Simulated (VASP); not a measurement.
All values below come from LDA (Ceperley-Alder, Perdew-Zunger), VASP's LDA PAW potentials (set 64) (plane waves; VASP).

VASP input:

**INCAR**
```
ALGO = Normal
EDIFF = 1E-7
ENCUT = 400
ISIF = 2
ISMEAR = -5
LASPH = .TRUE.
LCHARG = .TRUE.
LEFG = .TRUE.
LMAXMIX = 6
LORBIT = 11
LREAL = .FALSE.
LWAVE = .FALSE.
NEDOS = 601
NELM = 100
PREC = Accurate
SYSTEM = La
```

KPOINTS:
```
Automatic mesh
0
Gamma
11 11 3
0 0 0
```

### POSCAR
```
La
1.0
  1.7917901109  -3.1034717024   0.0000000000
  1.7917901109   3.1034717024   0.0000000000
  0.0000000000   0.0000000000  11.5253854102
La
4
direct
  0.0000000000   0.0000000000   0.5000000000
  0.0000000000   0.0000000000   1.0000000000
  0.3333330000   0.6666670000   0.2500000000
  0.6666670000   0.3333330000   0.7500000000
```

POTCAR, in this order: La (LDA.64 set). Program: vasp_std.

Output

OSZICAR:
```
       N       E                     dE             d eps       ncg     rms          rms(c)
DAV:   1     0.523716910215E+03    0.52372E+03   -0.12645E+04  1680   0.194E+03
DAV:   2     0.943640215163E+02   -0.42935E+03   -0.42455E+03  2456   0.452E+02
DAV:   3    -0.662389797165E+01   -0.10099E+03   -0.10020E+03  3024   0.268E+02
DAV:   4    -0.201825554234E+02   -0.13559E+02   -0.13349E+02  3088   0.960E+01
DAV:   5    -0.221965257688E+02   -0.20140E+01   -0.19557E+01  3304   0.322E+01    0.591E+00
DAV:   6    -0.223390498352E+02   -0.14252E+00   -0.27456E+00  3152   0.119E+01    0.294E+00
DAV:   7    -0.223183747196E+02    0.20675E-01   -0.41613E-01  3264   0.421E+00    0.697E-01
DAV:   8    -0.223215070047E+02   -0.31323E-02   -0.73384E-02  3232   0.172E+00    0.246E-01
DAV:   9    -0.223225007768E+02   -0.99377E-03   -0.14133E-02  3152   0.754E-01    0.198E-01
DAV:  10    -0.223226676823E+02   -0.16691E-03   -0.21125E-03  3048   0.280E-01    0.500E-02
DAV:  11    -0.223226649268E+02    0.27555E-05   -0.30551E-04  3304   0.109E-01    0.790E-03
DAV:  12    -0.223226674485E+02   -0.25217E-05   -0.45696E-05  3064   0.356E-02    0.346E-03
DAV:  13    -0.223226682587E+02   -0.81020E-06   -0.68739E-06  2896   0.169E-02    0.197E-03
DAV:  14    -0.223226681507E+02    0.10797E-06   -0.62888E-07  2016   0.657E-03    0.798E-04
DAV:  15    -0.223226681971E+02   -0.46442E-07    0.59796E-08  1712   0.465E-03
   1 F= -.22322668E+02 E0= -.22322668E+02  d E =0.000000E+00
```

File OUTCAR:
```
------------------------ aborting loop because EDIFF is reached ----------------------------------------
  FORCE on cell =-STRESS in cart. coord.  units (eV):
  Direction    XX          YY          ZZ          XY          YZ          ZX
  --------------------------------------------------------------------------------------
  Total        0.3207263      0.3207264     -0.2327634      0.0000000     -0.0000000      0.0000000
  in kB        4.0088964      4.0088969     -2.9094093      0.0000000     -0.0000000      0.0000000
  external PRESSURE =       1.7027947 kB  Pullay stress =       0.0000000 kB
  volume of cell :      128.18
      direct lattice vectors                 reciprocal lattice vectors
     1.791790111 -3.103471702  0.000000000     0.279050541 -0.161109895  0.000000000
     1.791790111  3.103471702  0.000000000     0.279050541  0.161109895  0.000000000
     0.000000000  0.000000000 11.525385410     0.000000000  0.000000000  0.086764994
 POSITION                                       TOTAL-FORCE (eV/Angst)
 -----------------------------------------------------------------------------------
      0.00000      0.00000      5.76269        -0.000000      0.000000      0.000000
      0.00000      0.00000      0.00000         0.000000     -0.000000      0.000000
      1.79179      1.03449      2.88135         0.000000     -0.000000     -0.000000
      1.79179     -1.03449      8.64404         0.000000      0.000000     -0.000000
 -----------------------------------------------------------------------------------
    total drift:                               -0.000000     -0.000000      0.000000
  FREE ENERGIE OF THE ION-ELECTRON SYSTEM (eV)
  ---------------------------------------------------
  free  energy   TOTEN  =       -22.3226681971 eV

  energy  without entropy=      -22.3226681971  energy(sigma->0) =      -22.32266820

 total charge

# of ion       s       p       d       f       tot
--------------------------------------------------
    1        2.089   5.515   1.018   0.131   8.753
    2        2.089   5.515   1.018   0.131   8.753
    3        2.094   5.523   1.006   0.121   8.745
    4        2.094   5.523   1.006   0.121   8.745
--------------------------------------------------
tot          8.365  22.077   4.048   0.504  34.995

 Electric field gradients after diagonalization (V/A^2)
 (convention: |V_zz| > |V_xx| > |V_yy|)
----------------------------------------------------------------------
 ion       V_xx      V_yy      V_zz     asymmetry (V_yy - V_xx)/ V_zz
----------------------------------------------------------------------
   1     -13.368   -13.368    26.736       0.000
   2     -13.368   -13.368    26.736       0.000
   3     -18.335   -18.334    36.669       0.000
   4     -18.335   -18.334    36.669       0.000
```
(Selected blocks of OUTCAR.)

For a metal the tetrahedron method with Blöchl corrections gives inexact stress and forces.

The compound is La in the dhcp structure. It was relaxed first, which changed the volume by -14 %.
